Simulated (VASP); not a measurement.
A run of VASP 6.6.1:

INCAR

```
PREC = Accurate
ENCUT = 520
EDIFF = 1E-7
ISMEAR = -1
SIGMA = 0.05
LREAL = F
LASPH = T
NELM = 80
ALGO = Normal
ISIF = 2
LWAVE = F
LCHARG = F
GGA = PS
NBANDS = 38
```

Contents of KPOINTS:

```
regular mesh
0
Gamma
  11 11 3
```

Contents of POSCAR:

```
Rh
1.0
    2.6917446234      0.0000000000      0.0000000000
   -1.3458723117      2.3311192244      0.0000000000
    0.0000000000      0.0000000000      8.7980701300
Rh
4
Direct
    0.6666666667      0.3333333333      0.7500000000
    0.0000000000      0.0000000000      0.5000000000
    0.3333333333      0.6666666667      0.2500000000
    0.0000000000      0.0000000000      0.0000000000
```

Potentials or basis: VASP PAW PBE potentials, release 64 (Rh_pv).

Launch:

```sh
$ cat potpaw_PBE.64/Rh_pv/POTCAR > POTCAR
$ mpirun -np 1 vasp_std > vasp.out
```

Hardware: 1 thread of AMD EPYC 9R45 96-Core Processor (Zen 5), with other jobs on the host.

How long does it take, and how much memory?

It took 38 s on 1 thread of AMD EPYC 9R45 96-Core Processor (Zen 5), with other jobs on the host, peak memory 0.16 GiB. Counts: scf iterations 15, k points 32.
